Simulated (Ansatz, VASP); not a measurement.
# BiB in VASP and in Ansatz

```xyz
2
Lattice="0.0220 2.7449 2.7449 2.7449 0.0220 2.7449 2.7668 2.7668 0.0000" Properties=species:S:1:pos:R:3 pbc="T T T"
B     0.0000    0.0000    0.0045
Bi    1.3834    1.3834    1.3679
```

Change from the starting cell: shear_xy strain +1.6%.

Alike in both runs: task single point; functional r2SCAN; k mesh 8 × 8 × 8; no spin polarisation.

|  | VASP | Ansatz |
| --- | --- | --- |
| version | VASP 6.6.1 | Ansatz 0.2.0 |
| potentials or method | VASP PAW PBE potentials, release 64 (B, Bi_d) | plane waves, PAW |
| plane-wave cutoff (eV) | 520 | 500 |
| occupations | gaussian, width 0.01 eV | fixed |
| valence electrons in the cell | 18 | 18 |

```tsv
	VASP	Ansatz	Ansatz less VASP
gap on the k mesh at the Fermi level (eV)	0.33	0.33	-0.004
pressure (GPa)	0.0	0.0	+0.04
largest component of the traceless stress (GPa)	1.29	1.29	-0.002
```

Caveats: the PAW data sets were made with another functional, which shifts forces and pressure a little (VASP); spin-orbit coupling is left out, which as a rule narrows the gap of such compounds by several tenths of an eV.
